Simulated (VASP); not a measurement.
Here is the system:

```
CELL_PARAMETERS angstrom
      4.42902     0.00000     0.00000
     -2.21451     3.83564     0.00000
      0.00000     0.00000     4.97639
ATOMIC_POSITIONS crystal
  Cr 0.33333 0.66667 0.93746
  Cr 0.66667 0.33333 0.43746
  Al 0.33333 0.66667 0.43754
  Al 0.66667 0.33333 0.93754
```
Starting moments (μB, in the order of the record's atoms Cr Cr Al Al): 2.9 2.9 -0.1 -0.1.

These are PBE GGA, VASP's PBE PAW potentials (set 64) (plane waves; VASP 6.6.1) values and carry that method's errors. Settings: 400 eV cut-off, Gaussian smearing of 0.050 eV, potentials Cr_pv Al.

### Question
Estimate the cell moment, band gap (along the path) with the smallest direct gap where there is one.

### Answer

| Quantity | Value |
|---|---|
| band gap (along the path) | none (metal, semimetal or under 0.01 eV) |
| cell moment | 5.99 μB |

The structure was generated: CrAl was put into the wurtzite type (P6_3mc), which need not be its known phase. It was relaxed first, which changed the volume by -22 %. The relaxed cell has space group P6_3/mmc.
